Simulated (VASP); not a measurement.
Input:

```yaml
crystal:
  lattice:
    - [-1.56881, 1.56881, 1.56881]
    - [1.56881, -1.56881, 1.56881]
    - [1.56881, 1.56881, -1.56881]
  atoms:
    - { symbol: Mo, position: [0.00000, 0.00000, 0.00000] }
```

Calculation: vdW-DF-cx, VASP's PBE PAW potentials (set 64) (plane waves; VASP). Settings: 520 eV cut-off, 16×16×16 Γ-centred mesh, first-order Methfessel-Paxton smearing of 0.10 eV, potentials Mo_sv.

Question: Estimate the energy per atom (σ→0), band gap (on the k-mesh) with the smallest direct gap where there is one.

Answer: 
```
Quantity                                                    Result
------------------------  ----------------------------------------
band gap (on the k-mesh)  none (metal, semimetal or under 0.01 eV)
energy per atom (σ→0)                               -8.413 eV/atom
```

Total energies compare only between runs with the same potentials, cut-off and functional.

The compound is Mo in the bcc structure. It was relaxed first.
